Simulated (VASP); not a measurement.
MoPt, 2 atoms in the cell. Symmetry: P-6m2, No. 187, hexagonal system. The conventional cell has a = 2.821 Å, b = 2.821 Å, c = 4.527 Å, α = 90.00°, β = 90.00°, γ = 120.00°. Around Pt (site symmetry -6m2) lie 6 Mo at 2.79 Å and 6 Pt at 2.82 Å. Mo (site symmetry -6m2) has 6 Pt at 2.79 Å and 6 Mo at 2.82 Å as nearest neighbours. The cell comes from a database or a generator and needn't be the stable form of this composition.

```yaml
Program: VASP 6.6.1
Task: single point
Functional: PBEsol
Potentials_or_basis: VASP PAW PBE potentials, release 64 (Pt, Mo_sv)
Cutoff: 520 eV
k_mesh: 11 × 11 × 6
Occupations: fermi-dirac, width 0.05 eV
Spin: no spin polarisation
Ladder: free
Further_INCAR_settings: ALGO = Normal; EDIFF = 1e-07; NBANDS = 19
```

Potentials or basis: VASP PAW PBE potentials, release 64 (Pt, Mo_sv).

The run is started by

```sh
$ cat potpaw_PBE.64/Pt/POTCAR potpaw_PBE.64/Mo_sv/POTCAR > POTCAR
$ mpirun -np 1 vasp_std > vasp.out
```

Hardware: 1 thread of Intel(R) Xeon(R) Platinum 8259CL CPU @ 2.50GHz (Skylake/Cascade Lake), with other jobs on the host.

Problem. Estimate the wall time of this run.

Solution. It took 26 s on 1 thread of Intel(R) Xeon(R) Platinum 8259CL CPU @ 2.50GHz (Skylake/Cascade Lake) (shared host), peak memory 0.18 GiB. Counts: scf iterations 15, k points 64.
